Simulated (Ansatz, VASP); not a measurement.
## HfB2 in two plane-wave programs

Wanted: the spread between two codes on one cell, functional and k mesh. The cell is taken from a series of VASP runs on this material, whose earlier steps may have relaxed, scaled or displaced it; both programs get it as it stands.

Method: plane waves, with VASP 6.6.1 beside it; relaxation of cell and atoms at LDA, in Ansatz 0.2.0.

## Step 1: The structure

It takes space group P6/mmm (No. 191, hexagonal). The conventional cell has a = 3.102 Å, b = 3.102 Å, c = 3.433 Å, α = 90.00°, β = 90.00°, γ = 120.00°. Hf has 12 B at 2.48 Å nearest. Nearest to B lie 3 B at 1.79 Å and 6 Hf at 2.48 Å. Farther neighbours are not listed.

## Step 2: Ansatz: relaxation of cell and atoms, LDA

Ansatz runs on its default PAW (the set named soft_2) files.

The relaxed volume is the usual yardstick between codes: its relative difference is about their pressure difference at one cell divided by the bulk modulus.

Contents of input.yaml:

```yaml
crystal:
  lattice:
    - [3.1021558914, 0.0, 0.0]
    - [-1.5510779457, 2.6865458085, 0.0]
    - [0.0, 0.0, 3.432966281]
  atoms:
    - { symbol: Hf, position: [0.0, 0.0, 0.0] }
    - { symbol: B, position: [0.6666666667, 0.3333333333, 0.5] }
    - { symbol: B, position: [0.3333333333, 0.6666666667, 0.5] }
hamiltonian:
  xc: lda
  pseudopotentials: { kind: paw }
kpoints:
  mp_grid: { grid: [10, 10, 8] }
scf:
  occupations: { method: methfessel_paxton, width: 0.1 }
relax:
  f_tol: 0.01
  max_steps: 60
  cell: { stress_tol: 0.05 }
output:
  forces: true
  stress: true
  write_density: true
  write_potential: true
  elf: true
  volumetric_format: npy
```

On the command line:

```bash
> ansatz run input.yaml --threads 4 --pin off --max-ram 9216MiB --backend cpu --events-out ev --progress --plain --runs-dir out
```

Numbers of over 12 decimals in the logs are rounded to 6 here.

What it wrote:

```text
Engine: ansatz 0.2.0, aarch64-unknown-linux-gnu
Pseudopotentials: kind: paw
Pseudopotential: Hf, paw, valence charge 26, recommended cutoff 420 eV (normal), Hf.paw.azcp
Pseudopotential: B, paw, valence charge 3, recommended cutoff 420 eV (normal), B.paw.azcp
Functional definition: SPW92
  exchange = slater_x
  correlation = pw_c
Crystal: 3 atoms, lattice volume = 28.611 Å³
Basis set: ecut = 420 eV, 563 PW (Γ)
Bands: 20, of which v1, the nominal top of the filled ones, is band 16 counted from 1 (15 counted from 0)
Symmetry: 24 space group operations
Space group: P6/mmm (ITA 191), of the structure as read, at distance tolerance 3.1e-5 Å
k-points: 70 of 800
Non-local potential: Hf, projectors of the file, l = 0: 3, l = 1: 2, l = 2: 2, l = 3: 3
Non-local potential: B, projectors of the file, l = 0: 2, l = 1: 2, l = 2: 1
PAW form: soft (Blöchl's): semilocal exchange-correlation on the pseudo side does not see the compensation charge
PAW frozen core: Hf, regenerated for the run's functional, and the local potential with it (the file was generated under x = pbe(κ = 0.804, μ = 0.219515), c = pbe(β = 0.066725))
PAW frozen core: B, regenerated for the run's functional, and the local potential with it (the file was generated under x = pbe(κ = 0.804, μ = 0.219515), c = pbe(β = 0.066725))
PAW one-centre angular grid: Hf, 590 points (default); XC on 64 Gauss nodes
PAW one-centre angular grid: B, 110 points (default); XC on 64 Gauss nodes
Initial density: superposition of atomic densities (neutral atoms: chi_scale 0, normalization atom), corrected by the library's trained network
Initial wavefunctions: pseudopotential atomic-orbital guess
Functional: x = slater, c = lda
SCF iter   1: F=—  HF=-15779.695341 eV  |F-HF|=—  |Δ(HF+E_count)|=         —  Δρ=5.66e-3  dr2=9.39e-3  ethr=1.77e-3  ⟨swp⟩=4.2  Hψ=5445  notcnv=0
preconditioner: auto → none  [insulator: Δε(μ)=0.292 eV  Ē_g=17.574 eV  σ=0.100 eV  W_gap=0.72  n_scr=8 (ndim 8)  ℏωp=38.0 eV  f_vac=0.000  D(μ)=0.57/eV (n_scr^D=2)  ε∞_Penn≈5.7]
SCF iter   2: F=—  HF=-15779.692830 eV  |F-HF|=—  |Δ(HF+E_count)|=   2.51e-3  S|Δr|=    0.00e0  Δρ=2.79e-3  dr2=1.49e-3  ethr=2.93e-5  ⟨swp⟩=2.2  Hψ=2344  notcnv=0
SCF iter   3: F=—  HF=-15779.692338 eV  |F-HF|=—  |Δ(HF+E_count)|=   4.93e-4  S|Δr|=    0.00e0  Δρ=1.44e-3  dr2=2.28e-4  ethr=4.65e-6  ⟨swp⟩=2.0  Hψ=2330  notcnv=0
SCF iter   4: F=—  HF=-15779.692264 eV  |F-HF|=—  |Δ(HF+E_count)|=   7.38e-5  S|Δr|=    0.00e0  Δρ=4.57e-4  dr2=2.61e-5  ethr=7.12e-7  ⟨swp⟩=2.0  Hψ=2011  notcnv=0
SCF iter   5: F=—  HF=-15779.692249 eV  |F-HF|=—  |Δ(HF+E_count)|=   1.52e-5  S|Δr|=    0.00e0  Δρ=6.89e-5  dr2=4.32e-7  ethr=8.14e-8  ⟨swp⟩=2.0  Hψ=2431  notcnv=0
SCF iter   6: F=-15779.692248 eV  HF=-15779.692248 eV  |F-HF|=6.77e-9  |Δ(HF+E_count)|=   2.30e-7  S|Δr|=    0.00e0  Δρ=6.53e-6  dr2=6.51e-9  ethr=3.13e-10  ⟨swp⟩=7.8  Hψ=8638  notcnv=0
SCF 1 converged in 6 iterations: F = -15779.692248 eV  dr2 = 6.51e-9
  greatest PAW one-centre occupation: 0.998 electrons in one spin orbital (limit 2), on the Hf atom at site 0 (counted from 0), in its partial waves of l = 3
relax step   1: F+E_penalty+E_count = -15779.69224843 eV  Δ(F+E_penalty+E_count) = +0.000e0 eV  max|allowed force component| = 1.665e-16 eV/Å  Δτ_max = 0.0000 Å  P = -0.587 GPa  Ω = 28.611 Å³  (6 SCF iters, dr2 threshold 1.00e-7 eV, accepted)
[...]
relax step   2: F+E_penalty+E_count = -15779.69245905 eV  Δ(F+E_penalty+E_count) = -2.106e-4 eV  max|allowed force component| = 3.454e-16 eV/Å  Δτ_max = 0.0000 Å  P = +0.258 GPa  Ω = 28.517 Å³  energy of the carried Pulay correction = +1.067e-4 eV  (4 SCF iters, dr2 threshold 3.00e-7 eV, accepted)
[...]
relax step   3: F+E_penalty+E_count = -15779.69249232 eV  Δ(F+E_penalty+E_count) = -3.327e-5 eV  max|allowed force component| = 4.194e-16 eV/Å  Δτ_max = 0.0000 Å  P = +0.008 GPa  Ω = 28.546 Å³  energy of the carried Pulay correction = +7.610e-5 eV  (3 SCF iters, dr2 threshold 3.00e-7 eV, accepted)
[...]
relax step   4: F+E_penalty+E_count = -15779.69241724 eV  Δ(F+E_penalty+E_count) = +7.508e-5 eV  max|allowed force component| = 4.256e-16 eV/Å  Δτ_max = 0.0000 Å  P = +0.004 GPa  Ω = 28.546 Å³  stress off target by 9.90e-3 GPa  SCF on the basis re-selected at this cell (its energy is not comparable with the rows above)  (6 SCF iters)
basis re-selected at this cell: Δ(F+E_penalty+E_count) = +7.508e-5 eV, ΔP = -0.004 GPa vs the last step (what re-selecting the basis moved, of the pressure what is left beyond the Pulay correction that the steps carried, after the strain that the cell walked since its last selection, with what the two solves' SCF thresholds leave and, on support functions, any second-order correction that the steps lacked; it is no m [...]
SCF converged after 6 iterations
Stability not checked: this state was not tested for a lower state beside it, because cold or Methfessel-Paxton smearing, or corrected tetrahedra, fill the levels in a way that the test cannot read (fill_not_monotonic; see scf.lower_state_search)
Free energy (F): -15779.692417 eV
Harris-Foulkes:  -15779.692417 eV  (|F-HF|=0.00e0)
Internal energy: -15779.691912 eV  (E = F + TS)
E sigma→0 (E₀):  -15779.692291 eV
Entropy (-TS):   -0.000505 eV (-0.168 meV/atom)
Fermi energy:    20.867056 eV
--- Per-component energies (eV) ---
  E_band       = 147.569701
  E_kinetic    = 530.756379
  E_local      = -5187.270949  (includes V_loc(G=0)·N_el)
  E_nonlocal   = -1208.645561
  E_hartree    = 2477.675330
  E_xc         = -365.690056
  E_vxc        = -348.238262  (∫ρ·V_xc dr)
  E_paw        = -6832.320650  (= ΣΔE_a)
  E_vpaw       = 1405.617442  (= ΣTr[D̂ρ^β])
  E_aug_tail   = -0.000008  (compensation charges beyond the density's cutoff)
  E_ewald      = -5196.745308
  E_core_change = 2.548911  (= ΣΔE_core)
  E_smearing   = -0.000505  (= −TS)
  E_closure    = -0.000000  (closes the sum)
  Σ components = -15779.692417   (vs F -15779.692417, Δ=0.00e0)
--- Forces (eV/Å), atoms counted from 1 ---
  atom   1  Hf     0.00000000     0.00000000     0.00000000
  atom   2  B      0.00000000     0.00000000     0.00000000
  atom   3  B     -0.00000000    -0.00000000     0.00000000
  max |Σ_I F_I| component: 3.70e-17 eV/Å
--- Stress (GPa, compression-positive) ---
        0.009904      -0.000000      -0.000000
        0.000000       0.009904      -0.000000
       -0.000000      -0.000000      -0.007983
  P = ⅓ Tr σ = 0.0039 GPa (0.039 kbar)
--- Band table (eV; the first three rows and the last of 70) ---
  k-point 0: bands = [... 12 lower, 17.9165, 18.0195, 18.0195, 18.4086, 25.1320, 25.1320, 25.8260, 25.8260]
  k-point 1: bands = [... 12 lower, 16.5481, 18.1873, 18.1873, 19.6955, 23.7544, 23.7544, 25.2870, 25.2870]
  k-point 2: bands = [... 12 lower, 14.9070, 18.6729, 18.6729, 21.1937, 22.4081, 22.4081, 24.0464, 24.0464]
  k-point 69: bands = [... 12 lower, 12.4183, 15.5832, 17.7858, 17.8254, 25.7152, 26.8212, 27.8733, 28.2740]
--- Relaxed structure (3 steps of the walk, 3 accepted, 1 SCFs on fresh bases) ---
  F+E_penalty+E_count = -15779.69241724 eV   max|allowed force component| = 4.256e-16 eV/Å   (the final SCF, on the basis selected at the relaxed cell)
  cell:  # Å, volume = 28.5458 Å³
    - [3.101382, 0.0, 0.0]
    - [-1.550691, 2.685876, 0.0]
    - [0.0, 0.0, 3.426893]
  atoms:
    - { symbol: Hf, position: [0, 0, 0.0] }
    - { symbol: B, position: [0.666667, 0.333333, 0.5] }
    - { symbol: B, position: [0.333333, 0.666667, 0.5] }
```

Elapsed: 2.2 s, on 4 threads of Arm Neoverse V2, shared host; peak memory 0.35 GiB.

## Step 3: VASP: relaxation of cell and atoms, LDA

The same cell, functional (in two slightly different forms), mesh and smearing now go to VASP, with its own data sets and cutoff.

Lines of VASP's logs that name or quote its potential files are left out, and so is its time.

Contents of INCAR:

```
SYSTEM = HfB2
PREC = Accurate
ENCUT = 450
EDIFF = 1E-06
NELM = 100
ISMEAR = 1
SIGMA = 0.1
LREAL = .FALSE.
ALGO = Normal
GGA = CA
NBANDS = 14
LORBIT = 11
LWAVE = .FALSE.
LCHARG = .FALSE.
KPAR = 2
IBRION = 2
NSW = 50
ISIF = 3
EDIFFG = -0.01
```

Contents of POSCAR:

```
HfB2
1.0
    3.1021558914      0.0000000000      0.0000000000
   -1.5510779457      2.6865458085      0.0000000000
    0.0000000000      0.0000000000      3.4329662810
Hf B
1 2
Direct
    0.0000000000      0.0000000000      0.0000000000
    0.6666666667      0.3333333333      0.5000000000
    0.3333333333      0.6666666667      0.5000000000
```

Contents of KPOINTS:

```
Automatic mesh
0
Gamma
10 10 8
0 0 0
```

PAW data sets: Hf_pv and B (LDA family, release 64).

On the command line:

```bash
> mpirun -np 2 vasp_std
```

What it wrote:

```text
[banner, memory and clock lines left out]
running    2 mpi-ranks, on    1 nodes
 distrk:  each k-point on    1 cores,    2 groups
 distr:  one band on    1 cores,    1 groups

 POSCAR found type information on POSCAR HfB
 POSCAR found :  2 types and       3 ions
 LDA part: xc-table for (Slater(with rela. corr.)+CA(PZ))
 , standard interpolation
 POSCAR, INCAR and KPOINTS ok, starting setup
 FFT: planning ... GRIDC
 FFT: planning ... GRID_SOFT
 FFT: planning ... GRID
 WAVECAR not read
 entering main loop
       N       E                     dE             d eps       ncg     rms          rms(c)
DAV:   1     0.217836135262E+02    0.21784E+02   -0.74529E+03  1968   0.974E+02
DAV:   2    -0.301087734648E+02   -0.51892E+02   -0.48789E+02  2542   0.213E+02
DAV:   3    -0.314745132048E+02   -0.13657E+01   -0.13590E+01  2608   0.261E+01
DAV:   4    -0.314804452666E+02   -0.59321E-02   -0.59313E-02  2260   0.206E+00
DAV:   5    -0.314804848002E+02   -0.39534E-04   -0.39532E-04  2632   0.142E-01    0.566E+01
DAV:   6    -0.290719561846E+02    0.24085E+01   -0.37543E+00  2326   0.134E+01    0.414E+01
DAV:   7    -0.290235517060E+02    0.48404E-01   -0.12017E+00  2434   0.765E+00    0.122E+01
DAV:   8    -0.289547376692E+02    0.68814E-01   -0.32126E-01  2308   0.418E+00    0.181E+00
DAV:   9    -0.289496106738E+02    0.51270E-02   -0.25961E-02  2320   0.127E+00    0.461E-01
DAV:  10    -0.289494007881E+02    0.20989E-03   -0.94183E-04  2368   0.258E-01    0.288E-01
DAV:  11    -0.289494043619E+02   -0.35739E-05   -0.67401E-05  2470   0.620E-02    0.120E-01
DAV:  12    -0.289494021826E+02    0.21794E-05   -0.43676E-06  2296   0.160E-02    0.217E-02
DAV:  13    -0.289494021754E+02    0.71373E-08   -0.23930E-07  1100   0.404E-03
   1 F= -.28949402E+02 E0= -.28949233E+02  d E =-.289494E+02
 curvature:   0.00 expect dE= 0.000E+00 dE for cont linesearch  0.000E+00
 trial: gam= 0.00000 g(F)=  0.153E-48 g(S)=  0.113E-04 ort = 0.000E+00 (trialstep = 0.100E+01)
 search vector abs. value=  0.113E-04
 reached required accuracy - stopping structural energy minimisation
```

From OUTCAR (step 3):

```text
ion  position               nearest neighbor table
   1  0.000  0.000  0.000-   2 2.48   3 2.48   2 2.48   3 2.48   2 2.48   2 2.48   3 2.48   3 2.48
                             2 2.48   2 2.48   3 2.48   3 2.48
   2  0.667  0.333  0.500-   3 1.79   3 1.79   3 1.79   1 2.48   1 2.48   1 2.48   1 2.48   1 2.48
                             1 2.48
   3  0.333  0.667  0.500-   2 1.79   2 1.79   2 1.79   1 2.48   1 2.48   1 2.48   1 2.48   1 2.48
                             1 2.48

  LATTYP: Found a hexagonal cell.
 ALAT       =     3.1021558914
 C/A-ratio  =     1.1066388670

 Subroutine GETGRP returns: Found 24 space group operations
 (whereof 24 operations were pure point group operations)

The static configuration has the point symmetry D_6h.

 Found     70 irreducible k-points:

   k-points           NKPTS =     70   k-points in BZ     NKDIM =     70   number of bands    NBANDS=     14

   dimension x,y,z NGX =    24 NGY =   24 NGZ =   24
   dimension x,y,z NGXF=    48 NGYF=   48 NGZF=   48

   ENCUT  =  450.0 eV  33.07 Ry    5.75 a.u.   5.37  5.37  5.94*2*pi/ulx,y,z

   NELECT =      16.0000    total number of electrons

 k-points in reciprocal lattice and weights: Automatic mesh
   0.00000000  0.00000000  0.00000000       0.001
   0.10000000  0.00000000  0.00000000       0.007
   0.20000000  0.00000000  0.00000000       0.007
   0.30000000  0.00000000  0.00000000       0.007
   0.40000000  0.00000000  0.00000000       0.007
   0.50000000  0.00000000  0.00000000       0.004
   0.10000000  0.10000000  0.00000000       0.007
   0.20000000  0.10000000  0.00000000       0.015
   0.30000000  0.10000000  0.00000000       0.015
[...]
0.40000000  0.20000000  0.50000000       0.007
   0.30000000  0.30000000  0.50000000       0.007

 average (electrostatic) potential at core
       1 -34.1003       2 -29.8078       3 -29.8078

 E-fermi :   7.7955

 k-point     1 :       0.0000    0.0000    0.0000
  band No.  band energies     occupation
    ...
      4      -5.8057      2.00000
      5       4.8685      2.00000
      6       4.9914      2.00000
      7       4.9914      2.00000
      8       5.3062      2.00000
      9      12.0949      0.00000
     10      12.0949      0.00000
     11      12.7762      0.00000
     12      12.7762      0.00000
     13      13.1597      0.00000
    ...

 k-point     2 :       0.1000    0.0000    0.0000
  band No.  band energies     occupation
    ...
      4      -5.5818      2.00000
      5       4.4190      2.00000
      6       4.9913      2.00000
      7       5.0891      2.00000
      8       5.0925      2.00000
      9      11.4004      0.00000
     10      11.9401      0.00000
     11      11.9696      0.00000
     12      12.3737      0.00000
     13      13.8665      0.00000
    ...

 k-point     3 :       0.2000    0.0000    0.0000
  band No.  band energies     occupation
    ...
      4      -4.9491      2.00000
      5       3.1334      2.00000
      6       4.6204      2.00000
      7       4.9350      2.00000
      8       5.5324      2.00000
      9      10.2631      0.00000
     10      11.5671      0.00000
     11      11.7902      0.00000
     12      12.3111      0.00000
     13      14.3342      0.00000
    ...

  Total        0.0167397      0.0167397      0.0120090      0.0000000     -0.0000000      0.0000000
  in kB        0.9374140      0.9374140      0.6724963      0.0000000     -0.0000000      0.0000000
  external PRESSURE =       0.8491081 kB  Pullay stress =       0.0000000 kB

  energy-cutoff  :      450.00
  volume of cell :       28.61
      direct lattice vectors                 reciprocal lattice vectors
     3.102155891  0.000000000  0.000000000     0.322356463  0.186112591  0.000000000
    -1.551077946  2.686545809  0.000000000     0.000000000  0.372225181  0.000000000
     0.000000000  0.000000000  3.432966281     0.000000000  0.000000000  0.291293278

 POSITION                                       TOTAL-FORCE (eV/Angst)
 -----------------------------------------------------------------------------------
      0.00000      0.00000      0.00000        -0.000000      0.000000     -0.000000
      1.55108      0.89552      1.71648        -0.000000      0.000000      0.000000
     -0.00000      1.79103      1.71648         0.000000     -0.000000     -0.000000
 -----------------------------------------------------------------------------------
    total drift:                               -0.000000      0.000000      0.000000

  FREE ENERGIE OF THE ION-ELECTRON SYSTEM (eV)
  ---------------------------------------------------
  free  energy   TOTEN  =       -28.9494021754 eV

  energy  without entropy=      -28.9488940353  energy(sigma->0) =      -28.94923280

 reached required accuracy - stopping structural energy minimisation

 total charge
# of ion       s       p       d       tot
------------------------------------------
    1        0.311   6.633   1.933   8.876
    2        0.669   1.319   0.000   1.987
    3        0.669   1.319   0.000   1.987
--------------------------------------------------
tot          1.648   9.270   1.933  12.850

[... 3 further parts left out ...]
```

CONTCAR:

```
HfB2
   1.00000000000000
     3.1021558913999998    0.0000000000000000    0.0000000000000000
    -1.5510779456999999    2.6865458085000000    0.0000000000000000
     0.0000000000000000    0.0000000000000000    3.4329662810000001
  Hf              B
     1     2
Direct
     0.0000000000000000    0.0000000000000000    0.0000000000000000
     0.6666666667000030    0.3333333332999970    0.5000000000000000
     0.3333333332999970    0.6666666667000030    0.5000000000000000
```

Harder data sets than Hf_pv exist (the GW ones), and pressures, volumes and forces can shift noticeably with them.

## Step 4: Differences

Known differences besides the potentials themselves: the two LDA forms differ slightly; both relaxations stop at a tolerance, which leaves soft axes loose, and VASP keeps its plane-wave basis; the data sets hold 32 valence electrons in Ansatz (default PAW (the set named soft_2) files) and 16 in VASP; the cutoff is 420 eV in Ansatz and 450 eV in VASP; VASP's log shows a relativistic correction to its local exchange, Ansatz's none; Ansatz adds a Pulay correction to the stress that steers its cell, VASP none. Total energies have different zeros and are not compared.

The two programs side by side:

```csv
quantity,Ansatz,VASP,difference
volume (Å³),28.55,28.61,-0.23 %
"edge a after relaxation, in the typed setting (Å)",3.101,3.102,-0.03 %
"edge c after relaxation, in the typed setting (Å)",3.427,3.433,-0.18 %
```

The walks stopped with 0.00 GPa left in Ansatz and 0.08 GPa in VASP; each walk ends within a tolerance, so the volume difference is uncertain by about these residues over the bulk modulus, most in soft cells.

## Step 5: Summary of results

```yaml
difference_in_volume_relaxation_of_cell_and_atoms_lda: -0.23 %
```

The difference in volume is -0.23 % (relaxation of cell and atoms, LDA), within the 1.2 % picked in this series as the mark of a large difference, as far as the stopping tolerances let one tell. Such differences can come from data sets, numerical settings and the points named under the comparisons, not from the functional's error against experiment.

[Lines on the potential files, build, host, timing and source positions are cut from VASP's logs without a mark.]

[Logs are printed without paths, hosts, clocks, repeated set-up lines and the standing remarks that a program may print on its own settings, such as how far it seeks lower states.]

[Hosts, paths, dates, database ids (printed as entryN), source tags and the programs' standing remarks are cut or masked in the printed files.]
